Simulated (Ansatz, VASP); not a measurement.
## SbPt9 (Pt(110)-(2x1)-Sb surface alloy): VASP beside Ansatz

One calculation is typed for both programs; each brings its own data sets. How far apart do they land? Of the first pair: The structure shown is the start of the Ansatz relaxation below; VASP solves that cell, so the two are compared at the walk's first step.

Program: Ansatz 0.2.0. Level of theory: plane waves, with VASP 6.6.1 beside it; PBEsol. Results are calculated unless marked as measured.

### Step 1. Starting point

The cell holds 10 atoms: 9 Pt and 1 Sb. Its edges and angles: a = 3.920 Å, b = 5.544 Å, c = 22.892 Å, α = 90.0°, β = 90.0°, γ = 90.0°. Vacuum lies along c.

### Step 2. Ansatz: relaxation, PBEsol

Ansatz runs on its default PAW (the set named soft_2) files.

The two programs are compared at the cell with which this relaxation starts, whose forces are those of its first step.

The input, input.yaml:

```yaml
crystal:
  lattice:
    - [3.92, 0.0, 0.0]
    - [0.0, 5.5437171645, 0.0]
    - [0.0, 0.0, 22.8917171645]
  atoms:
    - { symbol: Pt, position: [0.0, 0.0, 0.3713133418] }
    - { symbol: Pt, position: [0.0, 0.5, 0.3713133418] }
    - { symbol: Pt, position: [0.5, 0.25, 0.4318561696] }
    - { symbol: Pt, position: [0.5, 0.75, 0.4318561696] }
    - { symbol: Pt, position: [0.0, 0.0, 0.4923989975] }
    - { symbol: Pt, position: [0.0, 0.5, 0.4923989975] }
    - { symbol: Pt, position: [0.5, 0.25, 0.5529418253] }
    - { symbol: Pt, position: [0.5, 0.75, 0.5529418253] }
    - { symbol: Pt, position: [0.0, 0.0, 0.6134846531] }
    - { symbol: Sb, position: [0.0, 0.5, 0.6286866582] }
kpoints:
  mp_grid: { grid: [7, 5, 1] }
hamiltonian:
  xc: pbesol
scf:
  occupations: { method: fermi_dirac, width: 0.1 }
  convergence: { dr2_threshold: 1.0e-08 }
efield:
  axis: 3
  dipole_correction: true
  ramp_position: 0.97
  ramp_width: 0.06
relax:
  f_tol: 0.015
  max_steps: 90
  constraints: [{ sites: [0, 1, 2, 3] }]
output:
  write_potential: true
  write_density: true
  volumetric_format: npy
```

Command:

```sh
$ ansatz run input.yaml --threads 4 --pin off --max-ram 6144MiB --backend cpu --events-out ev --progress --plain --runs-dir out
```

Numbers of over 12 decimals in the logs are rounded to 6 here.

The log of the run:

```text
Engine: ansatz 0.2.0, x86_64-unknown-linux-gnu
Pseudopotentials: kind: paw
Pseudopotential: Pt, paw, valence charge 18, recommended cutoff 420 eV (normal), Pt.paw.azcp
Pseudopotential: Sb, paw, valence charge 15, recommended cutoff 420 eV (normal), Sb.paw.azcp
Functional definition: PBEsol
  exchange = pbesol_x
  correlation = pbesol_c
Crystal: 10 atoms, lattice volume = 497.468 Å³
Basis set: ecut = 420 eV, 9783 PW (Γ), exchange–correlation on 54×80×320 points (8 copies of the dense FFT grid, shifted against one another)
Bands: 107, of which v1, the nominal top of the filled ones, is band 89 counted from 1 (88 counted from 0)
Symmetry: 4 space group operations
Space group: Pmm2 (ITA 25), of the structure as read, at distance tolerance 7.9e-5 Å
k-points: 12 of 35
Non-local potential: Pt, projectors of the file, l = 0: 3, l = 1: 2, l = 2: 2, l = 3: 1
Non-local potential: Sb, projectors of the file, l = 0: 2, l = 1: 2, l = 2: 2, l = 3: 2
PAW form: soft (Blöchl's): semilocal exchange-correlation on the pseudo side does not see the compensation charge
PAW frozen core: Pt, regenerated for the run's functional, and the local potential with it (the file was generated under x = pbe(κ = 0.804, μ = 0.219515), c = pbe(β = 0.066725))
PAW frozen core: Sb, regenerated for the run's functional, and the local potential with it (the file was generated under x = pbe(κ = 0.804, μ = 0.219515), c = pbe(β = 0.066725))
PAW one-centre angular grid: Pt, 590 points (default); XC on 64 Gauss nodes
PAW one-centre angular grid: Sb, 590 points (default); XC on 64 Gauss nodes
Initial density: superposition of atomic densities (neutral atoms: chi_scale 0, normalization atom), corrected by the library's trained network
Initial wavefunctions: pseudopotential atomic-orbital guess
Functional: x = pbesol(κ = 0.804, μ = 0.123457), c = pbesol(β = 0.046)
SCF iter   1: F=—  HF=-117858.482512 eV  |F-HF|=—  |Δ(HF+E_count)|=         —  Δρ=9.34e-3  dr2=4.27e0  ethr=1.77e-3  p=0.062 e·Å  D=2.26e-2 V/Å  ΔV_dip=-0.52 eV  dr2_dipole=1.34e0  V_vac-E_F(+/−)=4.53/5.05 eV  ⟨swp⟩=7.8  Hψ=5575  notcnv=0  defer=23
efield: sawtooth ramp at fractional position 0.9700 (set: `efield.ramp_position`, or a place that a band, a saddle search or an elastic batch's reference lends), width 0.0600; the density the first Hamiltonian is built on has a dipole p = 0.062 e·Å; the dipole correction subtracts the counter field D = 2.26e-2 V/Å, which shifts the + side's vacuum level by -0.52 eV against the − side's; the planar-averaged density in the ramp window peaks in size at 4.8e-6 e/Å³
preconditioner: auto → LDOS  [metal: Δε(μ)=0.019 eV  Ē_g=7.001 eV  σ=0.100 eV  W_gap=0.05  n_scr=110 (ndim 8)  ℏωp=16.2 eV  f_vac=0.610  D(μ)=13.54/eV (n_scr^D=92)  β→1.0]
SCF iter   2: F=—  HF=-117858.393554 eV  |F-HF|=—  |Δ(HF+E_count)|=   8.90e-2  Δρ=3.74e-3  dr2=8.89e-2  ethr=1.77e-3  p=0.119 e·Å  D=4.31e-2 V/Å  ΔV_dip=-0.99 eV  dr2_dipole=6.53e-4  V_vac-E_F(+/−)=4.45/5.44 eV  ⟨swp⟩=2.0  Hψ=1587  notcnv=0  defer=60
SCF iter   3: F=—  HF=-117858.392676 eV  |F-HF|=—  |Δ(HF+E_count)|=   8.78e-4  Δρ=1.86e-3  dr2=4.43e-2  ethr=5.02e-5  p=0.105 e·Å  D=3.83e-2 V/Å  ΔV_dip=-0.88 eV  dr2_dipole=9.91e-3  V_vac-E_F(+/−)=4.44/5.31 eV  ⟨swp⟩=2.1  Hψ=2077  notcnv=0  defer=61
SCF iter   4: F=—  HF=-117858.388214 eV  |F-HF|=—  |Δ(HF+E_count)|=   4.46e-3  Δρ=4.48e-4  dr2=1.50e-3  ethr=2.50e-5  p=0.115 e·Å  D=4.17e-2 V/Å  ΔV_dip=-0.95 eV  dr2_dipole=2.06e-5  V_vac-E_F(+/−)=4.44/5.39 eV  ⟨swp⟩=2.0  Hψ=1774  notcnv=0  defer=61
SCF iter   5: F=—  HF=-117858.388235 eV  |F-HF|=—  |Δ(HF+E_count)|=   2.07e-5  Δρ=1.44e-4  dr2=4.11e-4  ethr=8.45e-7  p=0.114 e·Å  D=4.14e-2 V/Å  ΔV_dip=-0.95 eV  dr2_dipole=1.94e-6  V_vac-E_F(+/−)=4.44/5.38 eV  ⟨swp⟩=2.4  Hψ=1819  notcnv=0  defer=61
SCF iter   6: F=—  HF=-117858.388236 eV  |F-HF|=—  |Δ(HF+E_count)|=   5.09e-7  Δρ=7.48e-5  dr2=4.96e-5  ethr=2.32e-7  p=0.114 e·Å  D=4.15e-2 V/Å  ΔV_dip=-0.95 eV  dr2_dipole=3.59e-7  V_vac-E_F(+/−)=4.44/5.39 eV  ⟨swp⟩=2.2  Hψ=1669  notcnv=0  defer=61
SCF iter   7: F=—  HF=-117858.388226 eV  |F-HF|=—  |Δ(HF+E_count)|=   9.73e-6  Δρ=2.47e-5  dr2=6.77e-6  ethr=2.80e-8  p=0.114 e·Å  D=4.16e-2 V/Å  ΔV_dip=-0.95 eV  dr2_dipole=4.07e-7  V_vac-E_F(+/−)=4.44/5.39 eV  ⟨swp⟩=2.2  Hψ=1766  notcnv=0  defer=61
SCF iter   8: F=—  HF=-117858.387484 eV  |F-HF|=—  |Δ(HF+E_count)|=   7.42e-4  Δρ=1.01e-5  dr2=8.80e-7  ethr=3.82e-9  p=0.114 e·Å  D=4.16e-2 V/Å  ΔV_dip=-0.95 eV  dr2_dipole=2.23e-11  V_vac-E_F(+/−)=4.44/5.39 eV  ⟨swp⟩=2.0  Hψ=1815  notcnv=0  defer=60
SCF iter   9: F=—  HF=-117858.387486 eV  |F-HF|=—  |Δ(HF+E_count)|=   1.80e-6  Δρ=4.01e-6  dr2=1.74e-7  ethr=4.97e-10  p=0.114 e·Å  D=4.16e-2 V/Å  ΔV_dip=-0.95 eV  dr2_dipole=1.74e-11  V_vac-E_F(+/−)=4.44/5.39 eV  ⟨swp⟩=2.0  Hψ=1792  notcnv=0  defer=60
[...]
WARN: The output density's exchange-correlation potential varies sharply where the density is thin. Do not read a vacuum level from v_tot or v_xc, or from such a field of the output density. On a cell that repeats whose density bears no net charge and no dipole along the vacuum's axis use v_es (v_loc + v_h of the components); under efield.dipole_correction with no amplitude use v_es + v_field, which holds any externa [...]
SCF converged after 7 iterations
Free energy (F): -117858.871126 eV
Harris-Foulkes:  -117858.871126 eV  (|F-HF|=9.34e-9)
Internal energy: -117858.421257 eV  (E = F + TS)
E sigma→0 (E₀):  -117858.646192 eV
Entropy (-TS):   -0.449869 eV (-44.987 meV/atom)
Fermi energy:    3.581585 eV
Dipole field:    D = 0.036530 V/Å  (p = 0.100428 e·Å, saw-weighted, corrected)
Work function:   Φ+ = 4.5250 eV   Φ− = 5.3613 eV
Levels:          The Fermi level and band energies are counted from a zero that moves with the ramp; work functions are not
--- Per-component energies (eV) ---
  E_band       = -4581.124547
  E_kinetic    = 5945.821330
  E_local      = -259452.198487  (includes V_loc(G=0)·N_el)
  E_nonlocal   = 2197.518084
  E_hartree    = 126327.227333
  E_xc         = -2473.632690
  E_vxc        = -2808.935627  (∫ρ·V_xc dr)
  E_paw        = -88350.448263  (= ΣΔE_a)
  E_vpaw       = -3119.184019  (= ΣTr[D̂ρ^β])
  E_aug_tail   = 0.001720  (compensation charges beyond the density's cutoff)
  E_efield     = 0.001834  (sawtooth field / dipole correction)
  E_vefield    = 1.390363  (∫n·V_field dr)
  E_ewald      = 97944.373194
  E_core_change = 2.914688  (= ΣΔE_core)
  E_smearing   = -0.449869  (= −TS)
  E_closure    = -0.000000  (closes the sum)
  Σ components = -117858.871126   (vs F -117858.871126, Δ=0.00e0)
--- Forces (eV/Å), atoms counted from 1 ---
  atom   1  Pt     0.00000000    -0.00000000     0.93548507
  atom   2  Pt    -0.00000000     0.00000000     0.99330141
  atom   3  Pt    -0.00000000     0.22802125    -0.96492499
  atom   4  Pt     0.00000000    -0.22802125    -0.96492499
  atom   5  Pt     0.00000000    -0.00000000    -0.00127200
  atom   6  Pt    -0.00000000     0.00000000    -0.00011928
  atom   7  Pt    -0.00000000    -0.00059435     0.00235587
  atom   8  Pt     0.00000000     0.00059435     0.00235587
  atom   9  Pt     0.00000000    -0.00000000    -0.00140225
  atom  10  Sb     0.00000000    -0.00000000    -0.00085966
  max |Σ_I F_I| component: 4.94e-6 eV/Å
--- Band table (eV; the first three rows and the last of 12) ---
  k-point 0: bands = [... 85 lower, 3.3414, 3.5413, 3.8874, 4.0183, 4.0425, 4.1076, 4.3222, 5.1920, ... 14 higher]
  k-point 1: bands = [... 85 lower, 3.3448, 3.4077, 3.4896, 3.6709, 3.9645, 3.9650, 4.1366, 4.4509, ... 14 higher]
  k-point 2: bands = [... 85 lower, 3.0306, 3.1961, 3.2266, 3.5842, 3.7634, 3.8219, 3.9836, 4.7113, ... 14 higher]
  k-point 11: bands = [... 85 lower, 2.9198, 2.9766, 3.3475, 3.4387, 3.6795, 4.3044, 4.4387, 4.7332, ... 14 higher]
--- Relaxed structure (5 steps of the walk, 5 accepted, 0 SCFs on fresh bases) ---
  F+E_penalty+E_count = -117858.87112621 eV   max|allowed force component| = 2.356e-3 eV/Å
  atoms:
    - { symbol: Pt, position: [0.0, 0.0, 0.371313] }
    - { symbol: Pt, position: [0.0, 0.500000, 0.371313] }
    - { symbol: Pt, position: [0.5, 0.250000, 0.431856] }
    - { symbol: Pt, position: [0.5, 0.75, 0.431856] }
    - { symbol: Pt, position: [0, 0, 0.489738] }
    - { symbol: Pt, position: [0, 0.500000, 0.493400] }
    - { symbol: Pt, position: [0.5, 0.251392, 0.557188] }
    - { symbol: Pt, position: [0.5, 0.748608, 0.557188] }
    - { symbol: Pt, position: [0, 0, 0.607456] }
    - { symbol: Sb, position: [0, 0.500000, 0.615880] }
```

[end of part 1 of 3]

[Lines on the potential files, build, host, timing and source positions are cut from VASP's logs without a mark.]

[Logs are printed without paths, hosts, clocks, repeated set-up lines and the standing remarks that a program may print on its own settings, such as how far it seeks lower states.]

[Hosts, paths, dates, database ids (printed as entryN), source tags and the programs' standing remarks are cut or masked in the printed files.]
